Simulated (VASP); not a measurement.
## Ag2S (space group P2_1/m): computed properties

All values below come from PBEsol GGA, VASP's PBE PAW potentials (set 64) (plane waves; VASP 6.6.1).

space group: P2_1/m (11)
cell: a = 4.156 Å, b = 7.249 Å, c = 4.166 Å, α = γ = 90.00°, β = 112.04°
volume per atom: 19.39 Å³/atom
band gap (over mesh and band path): 0.99 eV
smallest direct gap (over mesh and band path): 0.99 eV
band-edge character without spin-orbit coupling: direct, Γ to Γ
band gap with spin-orbit coupling: 0.98 eV
density: 7.07 g/cm³
mean ε∞ (independent particles): 10.86

```yaml
crystal:
  lattice:
    - [4.15589, 0.00000, -0.00844]
    - [0.00000, 7.24942, 0.00000]
    - [-1.55545, 0.00000, 3.86490]
  atoms:
    - { symbol: Ag, position: [0.10987, 0.25000, 0.89791] }
    - { symbol: Ag, position: [0.89013, 0.75000, 0.10209] }
    - { symbol: Ag, position: [0.50000, 0.00000, 0.50000] }
    - { symbol: Ag, position: [0.50000, 0.50000, 0.50000] }
    - { symbol: S, position: [0.73031, 0.25000, 0.27970] }
    - { symbol: S, position: [0.26969, 0.75000, 0.72030] }
```

The structure comes from a computed database's Ag2S entry (P2_1/m); how it stands against other phases isn't given here. It was relaxed first, which changed the volume by -5 %. Symmetry was kept, so distortions that lower it aren't found.
